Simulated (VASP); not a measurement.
Input of a VASP 6.6.1 run:

Contents of POSCAR:

```
HPbNO4
1.0
    4.2753100000     -0.0004000000      0.0063600000
   -2.0839900000      5.2077500000     -0.0490700000
   -2.1237700000     -1.8657400000      4.9149100000
H Pb N O
1 1 1 4
Direct
    0.9907300000      0.0333000000      0.9099400000
    0.5027400000      0.8198900000      0.1428700000
    0.0083800000      0.4740800000      0.5026500000
    0.9981600000      0.9274100000      0.0287700000
    0.1946700000      0.7343500000      0.6085200000
    0.8167300000      0.3588200000      0.2455600000
    0.0138100000      0.3312100000      0.6521700000
```

The input INCAR.step1:

```
SYSTEM = HPbNO4
ALGO = Normal
EDIFF = 1E-8
ENCUT = 520
GGA = PE
ISIF = 2
ISMEAR = -1
LASPH = .TRUE.
LCHARG = .FALSE.
LEPSILON = .TRUE.
LREAL = .FALSE.
LWAVE = .FALSE.
NELM = 80
PREC = Accurate
SIGMA = 0.05
```

KPOINTS.step1

```
Automatic mesh
0
G
  8 6 6
  0 0 0
```

INCAR.step2

```
SYSTEM = HPbNO4
ALGO = Normal
EDIFF = 1E-5
ENCUT = 520
GGA = PE
ISIF = 2
ISMEAR = -1
LASPH = .TRUE.
LCHARG = .FALSE.
LREAL = .FALSE.
LWAVE = .TRUE.
NELM = 80
PREC = Accurate
SIGMA = 0.05
```

KPOINTS.step2

```
k-points
0
G
  4 3 3
  0 0 0
```

The input INCAR.step3:

```
SYSTEM = HPbNO4
AEXX = 0.3268
ALGO = Normal
EDIFF = 1E-6
ENCUT = 520
ISIF = 2
ISMEAR = -5
ISTART = 1
LASPH = .TRUE.
LCHARG = .FALSE.
LHFCALC = .TRUE.
LMIXTAU = .TRUE.
LORBIT = 10
LREAL = .FALSE.
LWAVE = .FALSE.
METAGGA = R2SCAN
NEDOS = 1001
NELM = 80
PREC = Accurate
PRECFOCK = Fast
SIGMA = 0.05
```

Contents of KPOINTS.step3:

```
k-points
0
G
  4 3 3
  0 0 0
```

Potentials or basis: VASP PAW PBE potentials, release 64 (H, Pb_d, N, O).

Command:

```console
$ cat potpaw_PBE.64/H/POTCAR potpaw_PBE.64/Pb_d/POTCAR potpaw_PBE.64/N/POTCAR potpaw_PBE.64/O/POTCAR > POTCAR
$ cp INCAR.step1 INCAR
$ cp KPOINTS.step1 KPOINTS
$ mpirun -np 8 vasp_std > vasp.out
$ cp INCAR.step2 INCAR
$ cp KPOINTS.step2 KPOINTS
$ mpirun -np 8 vasp_std > vasp.out
$ cp INCAR.step3 INCAR
$ cp KPOINTS.step3 KPOINTS
$ mpirun -np 8 vasp_std > vasp.out
```

Q: Estimate the pressure.

A: -5.7 GPa.

Q: What does it give for the largest force?

A: 1.670 eV/Å.

Q: What does it give for the band gap on the k mesh?

A: 5.80 eV, indirect (least direct gap 6.08 eV).

States per cell in windows of 1 eV (zero at the valence-band top; states under -8 eV left out):
```tsv
from (eV)	total	O4_p	O7_p	O5_p	O6_p	Pb2_s	Pb2_p
-8.0	1.64	0.27	0.05	0.04	0.04	0.69	0.00
-7.0	0.36	0.07	0.01	0.01	0.01	0.15	0.00
-6.0	1.21	0.53	0.03	0.03	0.02	0.04	0.04
-5.0	0.80	0.23	0.08	0.06	0.05	0.04	0.02
-4.0	3.62	0.30	0.57	0.71	0.74	0.07	0.08
-3.0	4.88	0.33	1.16	0.94	0.91	0.09	0.04
-2.0	4.35	1.19	0.51	0.61	0.61	0.16	0.05
-1.0	1.42	0.57	0.05	0.04	0.04	0.23	0.08
0.0	0.00	0.00	0.00	0.00	0.00	0.00	0.00
1.0	0.00	0.00	0.00	0.00	0.00	0.00	0.00
2.0	0.00	0.00	0.00	0.00	0.00	0.00	0.00
3.0	0.00	0.00	0.00	0.00	0.00	0.00	0.00
4.0	0.00	0.00	0.00	0.00	0.00	0.00	0.00
5.0	0.39	0.00	0.04	0.04	0.04	0.00	0.01
6.0	1.89	0.02	0.19	0.18	0.18	0.01	0.12
7.0	2.31	0.06	0.06	0.06	0.06	0.03	0.79
```

Caveat: the k mesh is coarse (spacing up to 0.45 Å⁻¹), so the values aren't converged, least of all with exact exchange; the PAW data sets were made with another functional, which shifts forces and pressure a little; spin-orbit coupling is left out, which as a rule narrows the gap of such compounds by several tenths of an eV; an odd mesh through Γ misses points on the zone boundary, where band edges often lie.
